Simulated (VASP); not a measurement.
Computed with optB88-vdW, VASP's PBE PAW potentials (set 64) (plane waves; VASP).

A VASP calculation is set up with these files.

### POSCAR
```
Gd
1
    1.8028892414    -3.1226955552     0.0000000000
    1.8028892414     3.1226955552    -0.0000000000
    0.0000000000     0.0000000000     5.6647234417
Gd
2
Direct
  0.3333330000   0.6666670000   0.2500000000
  0.6666670000   0.3333330000   0.7500000000
```

### INCAR
```
ISIF = 3
LASPH = .TRUE.   ! aspherical one-centre terms
ALGO = Normal
AGGAC = 0.0
LWAVE = .FALSE.
LUSE_VDW = .TRUE.
LREAL = .FALSE.   ! projection in real space or not
SYSTEM = Gd
GGA = BO
IBRION = 2
ISMEAR = 1
NELM = 100   ! most electronic steps
EDIFFG = -0.01   ! ionic stop
PARAM2 = 0.22
PREC = Accurate
ENCUT = 520
SIGMA = 0.1   ! width (eV)
EDIFF = 1E-6   ! SCF stop (eV)
PARAM1 = 0.1833333333
NSW = 60   ! most ionic steps
LCHARG = .FALSE.
LMAXMIX = 6   ! l cut-off of mixed one-centre charges
```

### KPOINTS
```
Automatic mesh
0
Gamma
11 11 6
0 0 0
```

POTCAR, in this order: Gd_3 (PBE.64 set). Program: vasp_std.

Output

### OSZICAR
```
       N       E                     dE             d eps       ncg     rms          rms(c)
DAV:   1     0.451460172301E+02    0.45146E+02   -0.89095E+03  1664   0.123E+03
DAV:   2    -0.185194234606E+01   -0.46998E+02   -0.45969E+02  1799   0.238E+02
DAV:   3    -0.377810242354E+01   -0.19262E+01   -0.17951E+01  2294   0.281E+01
DAV:   4    -0.382157153453E+01   -0.43469E-01   -0.43279E-01  2055   0.411E+00
DAV:   5    -0.382280202000E+01   -0.12305E-02   -0.12302E-02  2469   0.533E-01    0.227E+01
DAV:   6    -0.383976059712E+01   -0.16959E-01   -0.15423E-02  1949   0.100E+00    0.136E+01
DAV:   7    -0.385675869862E+01   -0.16998E-01   -0.32053E-02  1769   0.143E+00    0.198E-01
DAV:   8    -0.385700321812E+01   -0.24452E-03   -0.15511E-03  2127   0.275E-01    0.812E-02
DAV:   9    -0.385711517405E+01   -0.11196E-03   -0.32141E-04  1869   0.120E-01    0.440E-02
DAV:  10    -0.385711130686E+01    0.38672E-05   -0.33357E-05  1990   0.407E-02    0.369E-02
DAV:  11    -0.385711865993E+01   -0.73531E-05   -0.13229E-05  1914   0.211E-02    0.215E-03
DAV:  12    -0.385711892377E+01   -0.26384E-06   -0.34816E-07  1037   0.386E-03
   1 F= -.38571189E+01 E0= -.38568995E+01  d E =-.385712E+01
       N       E                     dE             d eps       ncg     rms          rms(c)
DAV:   1    -0.385743352670E+01   -0.31487E-03   -0.72501E-03  1669   0.653E-01    0.839E-02
DAV:   2    -0.385724625015E+01    0.18728E-03   -0.34178E-04  1779   0.146E-01    0.461E-02
DAV:   3    -0.385716862491E+01    0.77625E-04   -0.13901E-04  1844   0.885E-02    0.161E-02
DAV:   4    -0.385716493328E+01    0.36916E-05   -0.20354E-05  2250   0.347E-02    0.993E-03
DAV:   5    -0.385716615804E+01   -0.12248E-05   -0.14501E-06  1349   0.728E-03    0.117E-03
DAV:   6    -0.385716611382E+01    0.44215E-07   -0.16113E-07   912   0.273E-03
   2 F= -.38571661E+01 E0= -.38569312E+01  d E =-.471901E-04
       N       E                     dE             d eps       ncg     rms          rms(c)
DAV:   1    -0.385720158935E+01   -0.35431E-04   -0.87138E-04  1669   0.226E-01    0.291E-02
DAV:   2    -0.385717898901E+01    0.22600E-04   -0.40951E-05  1769   0.506E-02    0.160E-02
DAV:   3    -0.385716967540E+01    0.93136E-05   -0.16588E-05  1814   0.305E-02    0.562E-03
DAV:   4    -0.385716934975E+01    0.32566E-06   -0.21880E-06  1459   0.121E-02
   3 F= -.38571693E+01 E0= -.38569301E+01  d E =-.504260E-04
       N       E                     dE             d eps       ncg     rms          rms(c)
DAV:   1    -0.385727016636E+01   -0.10049E-03   -0.39790E-03  1674   0.458E-01    0.458E-02
DAV:   2    -0.385721561202E+01    0.54554E-04   -0.67469E-05  1954   0.667E-02    0.258E-02
DAV:   3    -0.385719108395E+01    0.24528E-04   -0.36478E-05  2173   0.454E-02    0.104E-02
DAV:   4    -0.385719121719E+01   -0.13324E-06   -0.44453E-06  1703   0.148E-02
   4 F= -.38571912E+01 E0= -.38569495E+01  d E =-.218674E-04
```

### OUTCAR
```
------------------------ aborting loop because EDIFF is reached ----------------------------------------
  FORCE on cell =-STRESS in cart. coord.  units (eV):
  Direction    XX          YY          ZZ          XY          YZ          ZX
  --------------------------------------------------------------------------------------
  Total       -0.0003897     -0.0003897      0.0120771      0.0000000      0.0000000      0.0000000
  in kB       -0.0098099     -0.0098099      0.3040262      0.0000000      0.0000000      0.0000000
  external PRESSURE =       0.0948022 kB  Pullay stress =       0.0000000 kB
  volume of cell :       63.64
      direct lattice vectors                 reciprocal lattice vectors
     1.799950719 -3.117605886  0.000000000     0.277785383 -0.160379477 -0.000000000
     1.799950719  3.117605886 -0.000000000     0.277785383  0.160379477 -0.000000000
     0.000000000 -0.000000000  5.670868923     0.000000000  0.000000000  0.176339819
 POSITION                                       TOTAL-FORCE (eV/Angst)
 -----------------------------------------------------------------------------------
      1.79995      1.03920      1.41772         0.000000     -0.000000      0.000000
      1.79995     -1.03920      4.25315        -0.000000      0.000000      0.000000
 -----------------------------------------------------------------------------------
    total drift:                               -0.000003      0.000113     -0.000011
  FREE ENERGIE OF THE ION-ELECTRON SYSTEM (eV)
  ---------------------------------------------------
  free  energy   TOTEN  =        -3.8571912172 eV

  energy  without entropy=       -3.8564661046  energy(sigma->0) =       -3.85694951

 reached required accuracy - stopping structural energy minimisation
```
(Selected blocks of OUTCAR.)

File CONTCAR:
```
Gd
   1.00000000000000
     1.7999507189048494   -3.1176058859723716    0.0000000000000000
     1.7999507189048494    3.1176058859723716   -0.0000000000000000
     0.0000000000000000   -0.0000000000000000    5.6708689225838436
  Gd
     2
Direct
     0.3333330000000032    0.6666669999999968    0.2500000000000000
     0.6666669999999968    0.3333330000000032    0.7500000000000000
```

The 4f electrons are frozen in the core of the lanthanide potential, so 4f levels, which can set the real gap, and their magnetism are missing.

The compound is Gd in the hcp structure. This run relaxes it. Symmetry was kept, so distortions that lower it aren't found. The start is the result of an earlier pass.
